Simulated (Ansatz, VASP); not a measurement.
# Cross-check of Zn (Zinc) between VASP and Ansatz, part 2 of 2

One calculation is typed for both programs; each brings its own data sets. How far apart do they land? The structure shown comes from an earlier Ansatz run, which isn't shown and may have moved the atoms alone.

VASP 6.6.1 and Ansatz 0.2.0.

So far: The structure; Ansatz: elastic constants, PBE.

### 3. VASP: elastic constants, PBE

Level of this step: PBE; plane waves and PAW (Zn) (VASP).

The same cell, functional, mesh and smearing now go to VASP, with its own data sets.

Lines of VASP's logs that name or quote its potential files are left out, and so is its time.

File INCAR:

```
SYSTEM = Zn
PREC = Accurate
ENCUT = 500
EDIFF = 1E-08
NELM = 120
ISMEAR = -1
SIGMA = 0.15
LREAL = .FALSE.
ALGO = Normal
GGA = PE
NBANDS = 18
LORBIT = 11
LWAVE = .FALSE.
LCHARG = .FALSE.
ISIF = 3
IBRION = 6
NFREE = 2
POTIM = 0.015
NSW = 1
LASPH = .TRUE.
GGA_COMPAT = .FALSE.
KPAR = 2
```

File POSCAR:

```
Zn
1.0
    2.6414237158      0.0000000000      0.0000000000
   -1.3207118579      2.2875400400      0.0000000000
    0.0000000000      0.0000000000      5.0657763996
Zn
2
Direct
    0.3333333333      0.6666666667      0.2500000000
    0.6666666667      0.3333333333      0.7500000000
```

File KPOINTS:

```
Automatic mesh
0
Gamma
24 24 10
0 0 0
```

PAW data sets: Zn (PBE family, release 64).

On the command line:

```
$ mpirun -np 2 vasp_std
```

Numbers of over 12 decimals in the logs are rounded to 6 here.

Output:

```text
[banner, memory and clock lines left out]
running    2 mpi-ranks, on    1 nodes
 distrk:  each k-point on    1 cores,    2 groups
 distr:  one band on    1 cores,    1 groups

 POSCAR found type information on POSCAR Zn
 POSCAR found :  1 types and       2 ions
 LDA part: xc-table for (Slater+PW92), standard interpolation
 POSCAR, INCAR and KPOINTS ok, starting setup
 FFT: planning ... GRIDC
 FFT: planning ... GRID_SOFT
 FFT: planning ... GRID
 WAVECAR not read
 entering main loop
       N       E                     dE             d eps       ncg     rms          rms(c)
DAV:   1     0.105991923841E+03    0.10599E+03   -0.12270E+04 13560   0.205E+03
DAV:   2     0.172578475219E+01   -0.10427E+03   -0.10145E+03 13254   0.293E+02
DAV:   3    -0.241946909566E+01   -0.41453E+01   -0.41312E+01 14974   0.667E+01
DAV:   4    -0.244123917316E+01   -0.21770E-01   -0.21765E-01 14426   0.495E+00
DAV:   5    -0.244126894250E+01   -0.29769E-04   -0.29769E-04 14278   0.163E-01    0.396E+00
DAV:   6    -0.224547878089E+01    0.19579E+00   -0.84983E-01 14210   0.195E+01    0.297E+00
DAV:   7    -0.223668305213E+01    0.87957E-02   -0.28045E-02 16790   0.288E+00    0.153E+00
DAV:   8    -0.223233151278E+01    0.43515E-02   -0.19635E-03 17324   0.686E-01    0.484E-02
DAV:   9    -0.223234499443E+01   -0.13482E-04   -0.26445E-04 17580   0.217E-01    0.347E-02
DAV:  10    -0.223234845068E+01   -0.34563E-05   -0.25199E-05 13706   0.627E-02    0.285E-03
DAV:  11    -0.223234830439E+01    0.14629E-06   -0.12552E-07 14928   0.344E-03    0.188E-03
DAV:  12    -0.223234795846E+01    0.34593E-06   -0.35303E-08 16372   0.365E-03    0.121E-04
DAV:  13    -0.223234795906E+01   -0.59254E-09   -0.24501E-09  7568   0.450E-04
   1 F= -.22323480E+01 E0= -.22170336E+01  d E =-.306286E-01
[... from here on, the cycles between the ionic steps are left out ...]
   2 F= -.22299052E+01 E0= -.22136929E+01  d E =-.324246E-01
   3 F= -.22271306E+01 E0= -.22120250E+01  d E =-.302113E-01
   8 F= -.22308959E+01 E0= -.22153390E+01  d E =-.311139E-01
   9 F= -.22308815E+01 E0= -.22153245E+01  d E =-.311139E-01
  10 F= -.22316938E+01 E0= -.22162321E+01  d E =-.309234E-01
  11 F= -.22316938E+01 E0= -.22162321E+01  d E =-.309234E-01
  12 F= -.22316884E+01 E0= -.22162306E+01  d E =-.309156E-01
  13 F= -.22316884E+01 E0= -.22162306E+01  d E =-.309156E-01
  14 F= -.22322941E+01 E0= -.22169780E+01  d E =-.306322E-01
  15 F= -.22322943E+01 E0= -.22169783E+01  d E =-.306322E-01
  16 F= -.22321246E+01 E0= -.22168085E+01  d E =-.306323E-01
 Finite differences progress:
  Degree of freedom:   8/  8
  Displacement:        1/  2
  Total:              15/ 16
 bond charge predicted
       N       E                     dE             d eps       ncg     rms          rms(c)
DAV:   1    -0.223161753341E+01    0.50704E-03   -0.36783E+00 20576   0.144E+01    0.615E-02
DAV:   2    -0.223213443295E+01   -0.51690E-03   -0.52595E-03 20398   0.738E-01    0.359E-02
DAV:   3    -0.223212661530E+01    0.78177E-05   -0.33242E-05 23626   0.844E-02    0.135E-02
DAV:   4    -0.223212469184E+01    0.19235E-05   -0.72122E-06 22324   0.321E-02    0.228E-03
DAV:   5    -0.223212458741E+01    0.10443E-06   -0.50859E-07 22828   0.820E-03    0.810E-04
DAV:   6    -0.223212457458E+01    0.12832E-07   -0.37447E-08 19006   0.143E-03    0.202E-04
DAV:   7    -0.223212457911E+01   -0.45288E-08   -0.23625E-09 11034   0.445E-04
  17 F= -.22321246E+01 E0= -.22168084E+01  d E =-.306323E-01
 Finite differences progress:
  Degree of freedom:   8/  8
  Displacement:        2/  2
  Total:              16/ 16
```

From OUTCAR (step 3):

```text
ion  position               nearest neighbor table
   1  0.333  0.667  0.250-   2 2.96   2 2.96   2 2.96   2 2.96   2 2.96   2 2.96
   2  0.667  0.333  0.750-   1 2.96   1 2.96   1 2.96   1 2.96   1 2.96   1 2.96

  LATTYP: Found a hexagonal cell.
 ALAT       =     2.6414237158
 C/A-ratio  =     1.9178204426

 Subroutine GETGRP returns: Found 24 space group operations
 (whereof 12 operations were pure point group operations)

The static configuration has the point symmetry D_3d.
 The point group associated with its full space group is D_6h.

 Found    366 irreducible k-points:

   k-points           NKPTS =    366   k-points in BZ     NKDIM =    366   number of bands    NBANDS=     18

   dimension x,y,z NGX =    20 NGY =   20 NGZ =   40
   dimension x,y,z NGXF=    40 NGYF=   40 NGZF=   80

   ENCUT  =  500.0 eV  36.75 Ry    6.06 a.u.   4.82  4.82  9.24*2*pi/ulx,y,z

   NELECT =      24.0000    total number of electrons

 k-points in reciprocal lattice and weights: Automatic mesh
   0.00000000  0.00000000  0.00000000       0.000
   0.04166667  0.00000000  0.00000000       0.001
   0.08333333  0.00000000  0.00000000       0.001
   0.12500000  0.00000000  0.00000000       0.001
   0.16666667  0.00000000  0.00000000       0.001
   0.20833333  0.00000000  0.00000000       0.001
   0.25000000  0.00000000  0.00000000       0.001
   0.29166667  0.00000000  0.00000000       0.001
   0.33333333  0.00000000  0.00000000       0.001
[...]
0.33333333  0.29166667  0.50000000       0.002
   0.33333333  0.33333333  0.50000000       0.000

 average (electrostatic) potential at core
       1 -36.9582       2 -36.9582

 E-fermi :   3.0297

 k-point     1 :       0.0000    0.0000    0.0000
  band No.  band energies     occupation
    ...
      9      -4.2094      2.00000
     10      -4.0350      2.00000
     11      -4.0350      2.00000
     12      -0.6722      2.00000
     13      -0.3438      2.00000
     14      15.5655      0.00000
     15      19.3572      0.00000
     16      21.0855      0.00000
     17      21.0855      0.00000
     18      22.6617      0.00000

 k-point     2 :       0.0417    0.0000    0.0000
  band No.  band energies     occupation
    ...
      9      -4.2141      2.00000
     10      -4.0665      2.00000
     11      -4.0348      2.00000
     12      -0.5878      2.00000
     13      -0.3173      2.00000
     14      15.6238      0.00000
     15      19.3181      0.00000
     16      19.9740      0.00000
     17      20.4710      0.00000
     18      21.8290      0.00000

 k-point     3 :       0.0833    0.0000    0.0000
  band No.  band energies     occupation
    ...
      9      -4.2274      2.00000
     10      -4.1459      2.00000
     11      -4.0343      2.00000
     12      -0.3445      2.00000
     13      -0.2356      2.00000
     14      15.7960      0.00000
     15      17.9097      0.00000
     16      19.4225      0.00000
     17      19.4669      0.00000
     18      21.2225      0.00000

  Total        0.0772104      0.0772104      0.0269643      0.0000000     -0.0000000      0.0000000
  in kB        4.0414184      4.0414184      1.4113919      0.0000000     -0.0000000      0.0000000
  external PRESSURE =       3.1647429 kB  Pullay stress =       0.0000000 kB

  energy-cutoff  :      500.00
  volume of cell :       30.61
      direct lattice vectors                 reciprocal lattice vectors
     2.641423716  0.000000000  0.000000000     0.378583714  0.218575409  0.000000000
    -1.320711858  2.287540040  0.000000000     0.000000000  0.437150818  0.000000000
     0.000000000  0.000000000  5.065776400     0.000000000  0.000000000  0.197403107

 POSITION                                       TOTAL-FORCE (eV/Angst)
 -----------------------------------------------------------------------------------
     -0.00000      1.52503      1.25144        -0.000000      0.000000      0.030009
      1.32071      0.76251      3.79933         0.000000      0.000000     -0.030009
 -----------------------------------------------------------------------------------
    total drift:                               -0.000000     -0.000001     -0.000441

  FREE ENERGIE OF THE ION-ELECTRON SYSTEM (eV)
  ---------------------------------------------------
  free  energy   TOTEN  =        -2.2321245791 eV

  energy  without entropy=       -2.2014923189  energy(sigma->0) =       -2.21680845

  SYMMETRIZED ELASTIC MODULI (kBar)
 Direction    XX          YY          ZZ          XY          YZ          ZX
 --------------------------------------------------------------------------------
 XX        1758.2879    419.0495    420.0808      0.0000      0.0000      0.0000
 YY         419.0495   1758.2879    420.0808      0.0000      0.0000      0.0000
 ZZ         420.0808    420.0808    681.7248      0.0000      0.0000      0.0000
 XY           0.0000     -0.0000      0.0000    669.6192      0.0000      0.0000
 YZ           0.0000      0.0000      0.0000      0.0000    303.5883      0.0000
 ZX           0.0000      0.0000      0.0000      0.0000      0.0000    303.5883
 --------------------------------------------------------------------------------

 Eigenvectors and eigenvalues of the dynamical matrix
 ----------------------------------------------------

   1 f  =    3.867002 THz    24.297090 2PiTHz  128.989299 cm-1    15.992628 meV
             X         Y         Z           dx          dy          dz
     -0.000000  1.525027  1.266444     0.000000   -0.000000    0.707107
      1.320712  0.762513  3.799332     0.000000   -0.000000   -0.707107

   2 f  =    1.891514 THz    11.884733 2PiTHz   63.094116 cm-1     7.822670 meV
             X         Y         Z           dx          dy          dz
     -0.000000  1.525027  1.266444    -0.707107   -0.000000   -0.000000
      1.320712  0.762513  3.799332     0.707107    0.000000   -0.000000

   3 f  =    1.891514 THz    11.884733 2PiTHz   63.094116 cm-1     7.822670 meV
             X         Y         Z           dx          dy          dz
     -0.000000  1.525027  1.266444     0.000000   -0.707107   -0.000000
      1.320712  0.762513  3.799332    -0.000000    0.707107   -0.000000

   4 f  =    0.000000 THz     0.000000 2PiTHz    0.000001 cm-1     0.000000 meV
             X         Y         Z           dx          dy          dz
     -0.000000  1.525027  1.266444    -0.155338    0.654201   -0.218841
      1.320712  0.762513  3.799332    -0.155338    0.654201   -0.218841

   5 f/i=    0.000000 THz     0.000000 2PiTHz    0.000000 cm-1     0.000000 meV
             X         Y         Z           dx          dy          dz
     -0.000000  1.525027  1.266444     0.689789    0.144773   -0.056845
      1.320712  0.762513  3.799332     0.689789    0.144773   -0.056845

   6 f/i=    0.000000 THz     0.000000 2PiTHz    0.000002 cm-1     0.000000 meV
             X         Y         Z           dx          dy          dz
     -0.000000  1.525027  1.266444     0.007786    0.225969    0.669983
      1.320712  0.762513  3.799332     0.007786    0.225969    0.669983

 ELASTIC MODULI CONTR FROM IONIC RELAXATION (kBar)
 Direction    XX          YY          ZZ          XY          YZ          ZX
 --------------------------------------------------------------------------------
 XX          -3.6603      3.6603      0.0000     -0.0000      0.0000      0.0000
 YY           3.6603     -3.6603     -0.0000      0.0000     -0.0000      0.0000
 ZZ           0.0000     -0.0000     -0.0000     -0.0000     -0.0000      0.0000
 XY          -0.0000      0.0000     -0.0000     -3.6603     -0.0000      0.0000
 YZ           0.0000     -0.0000     -0.0000     -0.0000     -0.0000      0.0000
 ZX           0.0000      0.0000      0.0000      0.0000      0.0000      0.0000
 --------------------------------------------------------------------------------

 TOTAL ELASTIC MODULI (kBar)
 Direction    XX          YY          ZZ          XY          YZ          ZX
 --------------------------------------------------------------------------------
 XX        1754.6277    422.7097    420.0808     -0.0000      0.0000      0.0000
 YY         422.7097   1754.6277    420.0808      0.0000      0.0000      0.0000
 ZZ         420.0808    420.0808    681.7248     -0.0000      0.0000      0.0000
 XY          -0.0000      0.0000     -0.0000    665.9590     -0.0000      0.0000
 YZ           0.0000     -0.0000      0.0000      0.0000    303.5883      0.0000
 ZX           0.0000      0.0000      0.0000      0.0000      0.0000    303.5883
 --------------------------------------------------------------------------------

 total charge
# of ion       s       p       d       tot
------------------------------------------
    1        0.598   0.447   9.720  10.765
    2        0.598   0.447   9.720  10.765
--------------------------------------------------
tot          1.196   0.893  19.441  21.530

[... 3 further parts left out ...]
```

CONTCAR:

```
Zn
   1.00000000000000
     2.6414237157999998    0.0000000000000000    0.0000000000000000
    -1.3207118578999999    2.2875400400000001    0.0000000000000000
     0.0000000000000000    0.0000000000000000    5.0657763995999998
  Zn
     2
Direct
     0.3333333332999970    0.6666666667000030    0.2470389533969197
     0.6666666667000030    0.3333333332999970    0.7500000000000000
```

The last energy, forces, stress and levels in OUTCAR belong to the last displaced cell, not to the cell of POSCAR.

Levels, forces or a CONTCAR printed for this step are those of its last displaced cell, not of the structure at rest.

### 4. Differences

Known differences besides the potentials themselves: the cutoff is 420 eV in Ansatz and 500 eV in VASP; VASP takes each elastic constant from one size of strain, Ansatz from those that its log lists. Total energies have different zeros and are not compared.

Both answers:

```
 quantity  Ansatz   VASP  difference
C11 (GPa)   173.9  175.5     -0.89 %
C22 (GPa)   173.9  175.5     -0.89 %
C33 (GPa)    66.9   68.2     -1.82 %
C12 (GPa)    40.6   42.3     -3.83 %
C13 (GPa)    40.8   42.0     -2.78 %
C23 (GPa)    40.8   42.0     -2.78 %
C44 (GPa)    30.6   30.4     +0.74 %
C55 (GPa)    30.6   30.4     +0.74 %
C66 (GPa)    66.6   66.6     +0.04 %
```

### 5. Outcome

```yaml
difference_in_c12_elastic_constants_pbe: -3.8 %
```

What this shows: The difference in C12 is -3.8 % (elastic constants, PBE), within the 5 % picked in this series as the mark of a large difference. How closely two codes agree says nothing of how well the functional describes the real material.

[Lines on the potential files, build, host, timing and source positions are cut from VASP's logs without a mark.]

[Logs are printed without paths, hosts, clocks, repeated set-up lines and the standing remarks that a program may print on its own settings, such as how far it seeks lower states.]

[Hosts, paths, dates, database ids (printed as entryN), source tags and the programs' standing remarks are cut or masked in the printed files.]
